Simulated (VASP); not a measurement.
# Nb3Tl (Pm-3n) in VASP: equation of state

How stiff is Nb3Tl in PBE, and what volume does it want? The cell is scaled to several volumes.

Everything below comes from runs of VASP 6.6.1. Logs are shortened: lines on timing, memory, paths and dates and some standing lists are left out, and cuts for length are marked.

### Step 1. The crystal as given

It takes space group Pm-3n (No. 223, cubic). Conventional cell: a = 5.297 Å, b = 5.297 Å, c = 5.297 Å, α = 90.00°, β = 90.00°, γ = 90.00°. Tl (site symmetry m-3) is surrounded by 12 Nb at 2.96 Å. Nb (site symmetry -4m2) has 2 Nb at 2.65 Å and 4 Tl at 2.96 Å as nearest neighbours.

### Step 2. Equation of state, PBE, 17.46 Å³/atom (volume scaled by 0.94)

Input file INCAR:

```
PREC = Accurate
ENCUT = 520
EDIFF = 1E-7
ISMEAR = -1
SIGMA = 0.05
LREAL = False
LASPH = True
NELM = 100
ALGO = Normal
ISIF = 2
LWAVE = False
LCHARG = False
GGA = PE
NBANDS = 62
```

Input file KPOINTS:

```
regular mesh
0
Gamma
  5 5 5
```

Input file POSCAR:

```
Nb3Tl
1.0
    5.1888676179      0.0000000000      0.0000000000
    0.0000000000      5.1888676179      0.0000000000
    0.0000000000      0.0000000000      5.1888676179
Tl Nb
2 6
Direct
    0.5000000000      0.5000000000      0.5000000000
    0.0000000000      0.0000000000      0.0000000000
    0.0000000000      0.5000000000      0.2500000000
    0.0000000000      0.5000000000      0.7500000000
    0.5000000000      0.2500000000      0.0000000000
    0.7500000000      0.0000000000      0.5000000000
    0.5000000000      0.7500000000      0.0000000000
    0.2500000000      0.0000000000      0.5000000000
```

Potentials or basis: VASP PAW PBE potentials, release 64 (Tl_d, Nb_sv).

Started as:

```console
> cat potpaw_PBE.64/Tl_d/POTCAR potpaw_PBE.64/Nb_sv/POTCAR > POTCAR
> mpirun -np 1 vasp_std > vasp.out
```

OUTCAR:

```text
PREC = Accurate
   ENCUT = 520
   EDIFF = 1E-7
   ISMEAR = -1
   LREAL = False
   LASPH = True
   NELM = 100
   ISIF = 2
   GGA = PE

 Found     10 irreducible k-points:

 Following reciprocal coordinates:
            Coordinates               Weight
  0.000000  0.000000  0.000000      1.000000
  0.200000  0.000000  0.000000      6.000000
  0.400000  0.000000  0.000000      6.000000
  0.200000  0.200000  0.000000     12.000000
  0.400000  0.200000  0.000000     24.000000
  0.400000  0.400000  0.000000     12.000000
   k-points           NKPTS =     10   k-points in BZ     NKDIM =     10   number of bands    NBANDS=     62
   number of dos      NEDOS =    301   number of ions     NIONS =      8
   total plane-waves  NPLWV =  64000
   dimension x,y,z NGX =    40 NGY =   40 NGZ =   40
   dimension x,y,z NGXF=    80 NGYF=   80 NGZF=   80
   ions per type =               2   6
   NGX,Y,Z   is equivalent  to a cutoff of  12.82, 12.82, 12.82 a.u.
   NGXF,Y,Z  is equivalent  to a cutoff of  25.63, 25.63, 25.63 a.u.
 SYSTEM =  unknown system
   PREC   = accura    normal or accurate (medium, high low for compatibility)
   ISTART =      0    job   : 0-new  1-cont  2-samecut
   ICHARG =      2    charge: 1-file 2-atom 10-const
   ISPIN  =      1    spin polarized calculation?
   LNONCOLLINEAR =      F non collinear calculations
   LSORBIT =      F    spin-orbit coupling
   LASPH  =      T    aspherical Exc in radial PAW
   ENCUT  =  520.0 eV  38.22 Ry    6.18 a.u.   9.65  9.65  9.65*2*pi/ulx,y,z
   NELM   =    100;   NELMIN=  2; NELMDL= -5     # of ELM steps
   EDIFF  = 0.1E-06   stopping-criterion for ELM
   LREAL  =      F    real-space projection
   EDIFFG = 0.1E-05   stopping-criterion for IOM
   NSW    =      0    number of steps for IOM
   IBRION =     -1    ionic relax: 0-MD 1-quasi-New 2-CG
   NFREE  =      0    steps in history (QN), initial steepest desc. (CG)
   ISIF   =      2    stress and relaxation
   ISYM   =      2    0-nonsym 1-usesym 2-fastsym
   POTIM  = 0.5000    time-step for ionic-motion
   TEBEG  =    0.0;   TEEND  =   0.0 temperature during run
   PSTRESS=    0.0 pullay stress
   NELECT =     104.0000    total number of electrons
   NUPDOWN=      -1.0000    fix difference up-down
   EMIN   =  10.00;   EMAX   =-10.00  energy-range for DOS
   EFERMI =   0.00;   METHOD = LEGACY
   ISMEAR =    -1;   SIGMA  =   0.05  broadening in eV -4-tet -1-fermi 0-gaus
   EFERMI_NEDOS =   21; number of points for ismear=-14 and -15
   IALGO  =     38    algorithm
   IMIX   =      4    mixing-type and parameters
     AMIX     =   0.40;   BMIX     =  1.00
     AMIX_MAG =   1.60;   BMIX_MAG =  1.00
  volume/ion in A,a.u.               =      17.46       117.85
  Fermi-wavevector in a.u.,A,eV,Ry     =   1.483702  2.803790 29.951480  2.201372
  Thomas-Fermi vector in A             =   2.597331
   LORBIT       =      0    0 simple, 1 ext, 2 COOP (PROOUT), +10 PAW based schemes
   GGA     = PE    functional components
   LHFCALC =     F    Hartree Fock is set to
   AEXX    =    0.0000 exact exchange contribution
   IVDW    =     0    specifies the selected vdW correction
   LEPSILON=     F    determine dielectric tensor
   LRPA    =     F    only Hartree local field effects (RPA)
 non-spin polarized calculation
  energy-cutoff  :      520.00
  volume of cell :      139.71
 maximum number of plane-waves:      3791
 NGX is ok and might be reduce to    40
   NGX = 19   NGY = 19   NGZ = 19

 number of electron     103.9999992 magnetization

 Free energy of the ion-electron system (eV)
  ---------------------------------------------------
  ext. energy  EPLUGINS =         0.00000000
  ---------------------------------------------------
  free energy    TOTEN  =       -63.49923295 eV

  energy without entropy =      -63.42483675  energy(sigma->0) =      -63.46203485

 E-fermi :  12.0531     XC(G=0): -12.7241

 val. band max:       12.0345766441   @ k =   0.2000   0.0000   0.0000
 cond. band min:      12.0637704949   @ k =   0.4000   0.0000   0.0000
 fundamental gap:      0.0291938508
 Fermi energy:        12.0531009499

 k-point     1 :       0.0000    0.0000    0.0000
  band No.  band energies     occupation
      1     -42.5568      2.00000
      2     -42.4640      2.00000
      3     -42.4640      2.00000
      4     -42.1965      2.00000
      5     -42.1965      2.00000
      6     -42.1965      2.00000
[... 54 lines left out ...]
     61      16.1616      0.00000
     62      16.1633      0.00000

 k-point     2 :       0.2000    0.0000    0.0000
  band No.  band energies     occupation
      1     -42.5429      2.00000
      2     -42.4707      2.00000
      3     -42.4444      2.00000
      4     -42.2252      2.00000
      5     -42.1965      2.00000
      6     -42.1965      2.00000
[... 54 lines left out ...]
     61      15.8038      0.00000
     62      15.8516      0.00000

 k-point     3 :       0.4000    0.0000    0.0000
  band No.  band energies     occupation
      1     -42.5149      2.00000
      2     -42.4889      2.00000
      3     -42.3837      2.00000
      4     -42.2984      2.00000
      5     -42.1965      2.00000
      6     -42.1965      2.00000
[... 54 lines left out ...]
     61      15.4226      0.00000
     62      15.4339      0.00000

 k-point     4 :       0.2000    0.2000    0.0000
  band No.  band energies     occupation
      1     -42.5288      2.00000
      2     -42.4623      2.00000
      3     -42.4396      2.00000
      4     -42.2281      2.00000
      5     -42.2225      2.00000
      6     -42.1965      2.00000
[... 54 lines left out ...]
     61      15.7146      0.00000
     62      15.7723      0.00000

 k-point     5 :       0.4000    0.2000    0.0000
  band No.  band energies     occupation
      1     -42.5046      2.00000
      2     -42.4704      2.00000
      3     -42.3848      2.00000
      4     -42.2993      2.00000
      5     -42.2251      2.00000
      6     -42.1966      2.00000
[... 54 lines left out ...]
     61      15.2455      0.00000
     62      15.4193      0.00000

 k-point     6 :       0.4000    0.4000    0.0000
  band No.  band energies     occupation
      1     -42.4964      2.00000
      2     -42.4156      2.00000
      3     -42.3763      2.00000
      4     -42.3103      2.00000
      5     -42.2884      2.00000
      6     -42.1966      2.00000
[... 54 lines left out ...]
     61      14.8465      0.00000
     62      14.8831      0.00000

 [... further k-points ...]

------------------------ aborting loop because EDIFF is reached ----------------------------------------

  FORCE on cell =-STRESS in cart. coord.  units (eV):
  Direction    XX          YY          ZZ          XY          YZ          ZX
  --------------------------------------------------------------------------------------
  -------------------------------------------------------------------------------------
  Total       14.6062229     14.6062229     14.6062229      0.0000000     -0.0000000     -0.0000000
  in kB      167.5061415    167.5061415    167.5061415      0.0000000     -0.0000000     -0.0000000
  external PRESSURE =     167.5061415 kB  Pullay stress =       0.0000000 kB

 VOLUME and BASIS-vectors are now :
 -----------------------------------------------------------------------------
  energy-cutoff  :      520.00
  volume of cell :      139.71
      direct lattice vectors                 reciprocal lattice vectors
     5.188867618  0.000000000  0.000000000     0.192720276  0.000000000  0.000000000
     0.000000000  5.188867618  0.000000000     0.000000000  0.192720276  0.000000000
     0.000000000  0.000000000  5.188867618     0.000000000  0.000000000  0.192720276

 POSITION                                       TOTAL-FORCE (eV/Angst)
 -----------------------------------------------------------------------------------
      2.59443      2.59443      2.59443        -0.000000     -0.000000      0.000000
      0.00000      0.00000      0.00000        -0.000000     -0.000000      0.000000
      0.00000      2.59443      1.29722        -0.000000     -0.000000      0.000000
      0.00000      2.59443      3.89165         0.000000      0.000000     -0.000000
      2.59443      1.29722      0.00000        -0.000000     -0.000000     -0.000000
      3.89165      0.00000      2.59443         0.000000     -0.000000     -0.000000
      2.59443      3.89165      0.00000        -0.000000      0.000000      0.000000
      1.29722      0.00000      2.59443        -0.000000      0.000000     -0.000000
 -----------------------------------------------------------------------------------
    total drift:                                0.000000     -0.000000      0.000000

  FREE ENERGIE OF THE ION-ELECTRON SYSTEM (eV)
  ---------------------------------------------------
  free  energy   TOTEN  =       -63.4992329538 eV

  energy  without entropy=      -63.4248367490  energy(sigma->0) =      -63.46203485
```

Run time: 1.7 min. Hardware: 1 thread of Intel Xeon 6975P-C (Granite Rapids), shared host; peak memory 0.26 GiB.

Results:

```
Free energy            : -63.4992 eV
Pressure               : 16.8 GPa
Band gap on the k mesh : none (metal or under the smearing width)
```

### Step 3. Equation of state, PBE, 17.83 Å³/atom (volume scaled by 0.96)

Input file INCAR:

```
PREC     = Accurate       # precision mode
ENCUT    = 520            # plane-wave cutoff, eV
EDIFF    = 1E-7           # SCF threshold, eV
ISMEAR   = -1             # smearing method
SIGMA    = 0.05           # smearing width, eV
LREAL    = F              # projectors in reciprocal space
LASPH    = T              # aspherical terms in the spheres
NELM     = 100            # most SCF steps
ALGO     = Normal         # electronic algorithm
ISIF     = 2              # what is computed and relaxed
LWAVE    = F              # write WAVECAR
LCHARG   = F              # write CHGCAR
GGA      = PE             # functional
NBANDS   = 62             # bands
```

KPOINTS is that of step 2.

POSCAR: that of step 2 with these lines changed.

```diff
@@ -2,5 +2,5 @@
 1.0
-    5.1888676179      0.0000000000      0.0000000000
-    0.0000000000      5.1888676179      0.0000000000
-    0.0000000000      0.0000000000      5.1888676179
+    5.2254101431      0.0000000000      0.0000000000
+    0.0000000000      5.2254101431      0.0000000000
+    0.0000000000      0.0000000000      5.2254101431
 Tl Nb
```

Potentials or basis: VASP PAW PBE potentials, release 64 (Tl_d, Nb_sv).

Started as:

```console
> cat potpaw_PBE.64/Tl_d/POTCAR potpaw_PBE.64/Nb_sv/POTCAR > POTCAR
> mpirun -np 1 vasp_std > vasp.out
```

OUTCAR:

```text
PREC = Accurate
   ENCUT = 520
   EDIFF = 1E-7
   ISMEAR = -1
   LREAL = F
   LASPH = T
   NELM = 100
   ISIF = 2
   GGA = PE

 Found     10 irreducible k-points:

 Following reciprocal coordinates:
            Coordinates               Weight
  0.000000  0.000000  0.000000      1.000000
  0.200000  0.000000  0.000000      6.000000
  0.400000  0.000000  0.000000      6.000000
  0.200000  0.200000  0.000000     12.000000
[... 473 lines left out ...]
  -------------------------------------------------------------------------------------
  Total       10.8624824     10.8624824     10.8624824     -0.0000000     -0.0000000      0.0000000
  in kB      121.9771598    121.9771598    121.9771598     -0.0000000     -0.0000000      0.0000000
  external PRESSURE =     121.9771598 kB  Pullay stress =       0.0000000 kB

 VOLUME and BASIS-vectors are now :
 -----------------------------------------------------------------------------
  energy-cutoff  :      520.00
  volume of cell :      142.68
      direct lattice vectors                 reciprocal lattice vectors
     5.225410143  0.000000000  0.000000000     0.191372538  0.000000000  0.000000000
     0.000000000  5.225410143  0.000000000     0.000000000  0.191372538  0.000000000
     0.000000000  0.000000000  5.225410143     0.000000000  0.000000000  0.191372538

 POSITION                                       TOTAL-FORCE (eV/Angst)
 -----------------------------------------------------------------------------------
      2.61271      2.61271      2.61271         0.000000      0.000000     -0.000000
      0.00000      0.00000      0.00000         0.000000      0.000000     -0.000000
      0.00000      2.61271      1.30635         0.000000      0.000000     -0.000000
      0.00000      2.61271      3.91906        -0.000000     -0.000000      0.000000
      2.61271      1.30635      0.00000        -0.000000      0.000000      0.000000
      3.91906      0.00000      2.61271         0.000000     -0.000000      0.000000
      2.61271      3.91906      0.00000        -0.000000     -0.000000     -0.000000
      1.30635      0.00000      2.61271        -0.000000      0.000000     -0.000000
 -----------------------------------------------------------------------------------
    total drift:                                0.000000     -0.000000      0.000000

  FREE ENERGIE OF THE ION-ELECTRON SYSTEM (eV)
  ---------------------------------------------------
  free  energy   TOTEN  =       -63.7693532053 eV

  energy  without entropy=      -63.6921368556  energy(sigma->0) =      -63.73074503
```

stdout:

```text
POSCAR found type information on POSCAR TlNb
 POSCAR found :  2 types and       8 ions
 scaLAPACK will be used
 LDA part: xc-table for (Slater+PW92), standard interpolation
 POSCAR, INCAR and KPOINTS ok, starting setup
 FFT: planning ... GRIDC
 FFT: planning ... GRID_SOFT
 FFT: planning ... GRID
 WAVECAR not read
 entering main loop
```

It took 70 s on 1 thread of Intel Xeon 6975P-C (Granite Rapids), shared host; peak memory 0.26 GiB.

Results:

```yaml
Free_energy: -63.7694 eV
Pressure: 12.2 GPa
Band_gap_on_the_k_mesh: none (metal or under the smearing width)
```

### Step 4. Equation of state, PBE, 18.21 Å³/atom (volume scaled by 0.98)

Input file INCAR:

```
SYSTEM = Nb3Tl
ALGO = Normal ; EDIFF = 1E-7
ENCUT = 520 ; GGA = PE
ISIF = 2 ; ISMEAR = -1
LASPH = .TRUE. ; LCHARG = .FALSE.
LREAL = .FALSE. ; LWAVE = .FALSE.
NBANDS = 62 ; NELM = 60
PREC = Accurate ; SIGMA = 0.05
```

Input file KPOINTS:

```
k-points
0
G
  5 5 5
  0 0 0
```

POSCAR: that of step 3 with these lines changed.

```diff
@@ -2,5 +2,5 @@
 1.0
-    5.2254101431      0.0000000000      0.0000000000
-    0.0000000000      5.2254101431      0.0000000000
-    0.0000000000      0.0000000000      5.2254101431
+    5.2614485932      0.0000000000      0.0000000000
+    0.0000000000      5.2614485932      0.0000000000
+    0.0000000000      0.0000000000      5.2614485932
 Tl Nb
```

Started as:

```console
> cat potpaw_PBE.64/Tl_d/POTCAR potpaw_PBE.64/Nb_sv/POTCAR > POTCAR
> mpirun -np 1 vasp_std > vasp.out
```

Run time: 1.7 min. Hardware: 1 thread of Intel Xeon 6975P-C (Granite Rapids), shared host; peak memory 0.26 GiB.

The run converged. Its results:

```yaml
Free_energy: -63.9592 eV
Pressure: 8.1 GPa
Band_gap_on_the_k_mesh: none (metal or under the smearing width)
```

### Step 5. Equation of state, PBE, 18.95 Å³/atom (volume scaled by 1.02)

INCAR: that of step 4 with these lines changed.

```diff
@@ -6,3 +6,3 @@
 LREAL = .FALSE. ; LWAVE = .FALSE.
-NBANDS = 62 ; NELM = 60
+NBANDS = 62 ; NELM = 100
 PREC = Accurate ; SIGMA = 0.05
```

KPOINTS is that of step 4.

POSCAR: that of step 4 with these lines changed.

```diff
@@ -2,5 +2,5 @@
 1.0
-    5.2614485932      0.0000000000      0.0000000000
-    0.0000000000      5.2614485932      0.0000000000
-    0.0000000000      0.0000000000      5.2614485932
+    5.3320804925      0.0000000000      0.0000000000
+    0.0000000000      5.3320804925      0.0000000000
+    0.0000000000      0.0000000000      5.3320804925
 Tl Nb
```

Started as:

```console
> cat potpaw_PBE.64/Tl_d/POTCAR potpaw_PBE.64/Nb_sv/POTCAR > POTCAR
> mpirun -np 1 vasp_std > vasp.out
```

Run time: 70 s. Hardware: 1 thread of Intel Xeon 6975P-C (Granite Rapids), shared host; peak memory 0.27 GiB.

Results (log left out):

```
Free energy            : -64.1304 eV
Pressure               : 1.1 GPa
Band gap on the k mesh : none (metal or under the smearing width)
```

### Step 6. Equation of state, PBE, 19.32 Å³/atom (volume scaled by 1.04)

Input file INCAR:

```
SYSTEM = Nb3Tl
PREC = Accurate
ENCUT = 520
EDIFF = 1E-7
ISMEAR = -1
SIGMA = 0.05
LREAL = .False.
LASPH = .True.
NELM = 60
ALGO = Normal
ISIF = 2
LWAVE = .False.
LCHARG = .False.
GGA = PE
NBANDS = 62
```

Input file KPOINTS:

```
Automatic mesh
0
Gamma
  5 5 5
  0 0 0
```

POSCAR: that of step 5 with these lines changed.

```diff
@@ -2,5 +2,5 @@
 1.0
-    5.3320804925      0.0000000000      0.0000000000
-    0.0000000000      5.3320804925      0.0000000000
-    0.0000000000      0.0000000000      5.3320804925
+    5.3667053620      0.0000000000      0.0000000000
+    0.0000000000      5.3667053620      0.0000000000
+    0.0000000000      0.0000000000      5.3667053620
 Tl Nb
```

Potentials or basis: VASP PAW PBE potentials, release 64 (Tl_d, Nb_sv).

Started as:

```console
> cat potpaw_PBE.64/Tl_d/POTCAR potpaw_PBE.64/Nb_sv/POTCAR > POTCAR
> mpirun -np 1 vasp_std > vasp.out
```

Wall time 67 s (1 thread of Intel Xeon 6975P-C (Granite Rapids), shared host); peak memory 0.26 GiB.

The run converged. Its results:

```
Free energy            : -64.1253 eV
Pressure               : -1.9 GPa
Band gap on the k mesh : none (metal or under the smearing width)
```

### Step 7. Equation of state, PBE, 19.69 Å³/atom (volume scaled by 1.06)

Input file INCAR:

```
ALGO = Normal
EDIFF = 1E-7
ENCUT = 520
GGA = PE
ISIF = 2
ISMEAR = -1
LASPH = True
LCHARG = False
LREAL = False
LWAVE = False
NBANDS = 62
NELM = 60
PREC = Accurate
SIGMA = 0.05
```

Input file KPOINTS:

```
k-points
0
Gamma
  5 5 5
```

POSCAR: that of step 6 with these lines changed.

```diff
@@ -2,5 +2,5 @@
 1.0
-    5.3667053620      0.0000000000      0.0000000000
-    0.0000000000      5.3667053620      0.0000000000
-    0.0000000000      0.0000000000      5.3667053620
+    5.4008891204      0.0000000000      0.0000000000
+    0.0000000000      5.4008891204      0.0000000000
+    0.0000000000      0.0000000000      5.4008891204
 Tl Nb
```

Started as:

```console
> cat potpaw_PBE.64/Tl_d/POTCAR potpaw_PBE.64/Nb_sv/POTCAR > POTCAR
> mpirun -np 1 vasp_std > vasp.out
```

Wall time 2 min (1 thread of Intel Xeon 6975P-C (Granite Rapids), shared host); peak memory 0.27 GiB.

The run converged. Its results:

| Property | Result |
| --- | --- |
| Free energy | -64.0676 eV |
| Pressure | -4.5 GPa |
| Band gap on the k mesh | none (metal or under the smearing width) |

### Step 8. Equation of state, PBE

Potentials or basis: VASP PAW PBE potentials, release 64 (Tl_d, Nb_sv).

No new run: the results of the series are fitted here.

Results:

```
Equilibrium volume                      : 19.10 Å³/atom
Bulk modulus                            : 155 GPa
Pressure derivative of the bulk modulus : 4.4
```

Energy against volume, from the lowest point:
| volume (Å³/atom) | energy (meV/atom) |
| --- | --- |
| 17.463 | 78.89 |
| 17.835 | 45.13 |
| 18.206 | 21.39 |
| 18.578 | 6.65 |
| 18.950 | 0.00 |
| 19.321 | 0.64 |
| 19.693 | 7.85 |
